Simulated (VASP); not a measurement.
Input:

```xyz
2
Lattice="2.9750 0.0000 0.0000 0.0000 2.9750 0.0000 0.0000 0.0000 2.9750" Properties=species:S:1:pos:R:3 pbc="T T T"
Al     1.4875     1.4875     1.4875
Ru     0.0000     0.0000    -0.0750
```

Computed with PBEsol GGA, VASP's PBE PAW potentials (set 64) (plane waves; VASP). Settings: 480 eV cut-off, 12×12×12 Γ-centred mesh, first-order Methfessel-Paxton smearing of 0.10 eV, potentials Al Ru_pv.

**Question.** Which forces act on the atoms, in eV/Å?

**Answer.** 
```tsv
atom	Fx	Fy	Fz
Al1	0.000	0.000	-0.614
Ru2	0.000	0.000	0.614
```

**Question.** Give the stress tensor in GPa (positive for a compressed cell).

**Answer.** 
```
0.82  0.00  0.00
0.00  0.82  0.00
0.00  0.00  0.37
```
The pressure is its mean diagonal, 0.67 GPa.

The compound is RuAl in the CsCl type structure. This cell was strained or had an atom moved on purpose. The electron count is odd and the run is not spin-polarised, which forces a metal.
